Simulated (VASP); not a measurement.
ZrF2, 3 atoms in the cell. The cell holds a sheet with vacuum, 3 atoms: a = 2.989 Å, b = 2.989 Å, c = 29.713 Å, α = 90.00°, β = 90.00°, γ = 120.00°. The cell was built by a generator and needn't be a form met in nature.

* Program: VASP 6.6.1
* Task: work function
* Functional: TPSS
* Potentials or basis: VASP PAW PBE potentials, release 64 (Zr_sv, F)
* Cutoff: 520 eV
* k mesh: 10 × 10 × 1
* Occupations: fermi-dirac, width 0.05 eV
* Spin: no spin polarisation
* Dipole correction: yes
* Further INCAR settings: ALGO = Normal; EDIFF = 1e-06

Potentials or basis: VASP PAW PBE potentials, release 64 (Zr_sv, F).

Launch:

```console
$ cat potpaw_PBE.64/Zr_sv/POTCAR potpaw_PBE.64/F/POTCAR > POTCAR
$ mpirun -np 1 vasp_std > vasp.out
```

Hardware: 1 thread of Intel(R) Xeon(R) Platinum 8559C (Emerald Rapids) (shared host).

Estimate the wall time of this run.

Wall time 18 min on 1 thread of Intel(R) Xeon(R) Platinum 8559C (Emerald Rapids), on a shared host, peak memory 0.43 GiB. Counts: scf iterations 65, k points 31.
